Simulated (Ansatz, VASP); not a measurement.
One calculation of BeRhS3, two programs

```
CELL_PARAMETERS angstrom
4.22333 0.00000 0.00000
0.00000 4.22333 0.00000
0.00000 0.00000 4.22333
ATOMIC_POSITIONS crystal
Be 0.00000 0.00000 0.00000
Rh 0.50000 0.50000 0.50000
S 0.50000 0.00000 0.00000
S 0.00000 0.50000 0.00000
S 0.00000 0.00000 0.50000
```

Alike in both runs: functional PBE; k mesh 10 × 10 × 10; occupations gaussian, width 0.1 eV; no spin polarisation.

Ansatz relaxed the structure, and its values are those at the end. VASP's run is a single point on that final structure, the one shown.

|  | VASP | Ansatz |
| --- | --- | --- |
| version | VASP 6.6.1 | Ansatz 0.2.0 |
| potentials or method | VASP PAW PBE potentials, release 64 (Be, Rh_pv, S) | scalar-relativistic, plane waves, PAW |
| plane-wave cutoff (eV) | 520 | 420 |
| valence electrons in the cell | 35 | 37 |

VASP gave:

```
gap on the k mesh at the Fermi level (eV) : none
pressure (GPa)                            : -0.1
```

Task: What did Ansatz give for the same quantities?

Result: gap on the k mesh at the Fermi level (eV): none; pressure (GPa): 0.0.

A gap of «none» marks a metal or a gap that the smearing closes. The two sets of potentials don't hold the same shells in valence.
